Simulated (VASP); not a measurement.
SrTiO₃ (cubic perovskite): the mBJ gap over mesh and path against the volume, with the cell scaled uniformly; PBEsol's own equilibrium is at 11.831 Å³/atom. VASP (PAW), 520 eV cut-off, 6×6×6 Γ-centred mesh, Gaussian smearing of 0.050 eV, potentials Sr_sv Ti_sv O. mBJ is a potential without an energy functional, so only the levels count. Fit the value as a straight line in ln V.

| V (Å³/atom) | mBJ gap over mesh and path (eV) |
|---|---|
| 10.766 | 3.032 |
| 11.121 | 2.969 |
| 11.476 | 2.908 |
| 11.831 | 2.842 |
| 12.186 | 2.776 |
| 12.541 | 2.706 |

### Question
Fit the rows as the text says and predict the value at 10.411.

### Answer
The slope against ln V is -2.13 eV, the volume deformation potential of this gap. The line misses the rows by up to 0.007 and gives 3.109 at 10.411. The run gave 3.098, -0.011 from the line.

Left out are failed runs and those whose mesh is unfit for this quantity.

The compound is SrTiO3 in the cubic perovskite structure, the ideal cubic form; the compound distorts at low or room temperature.
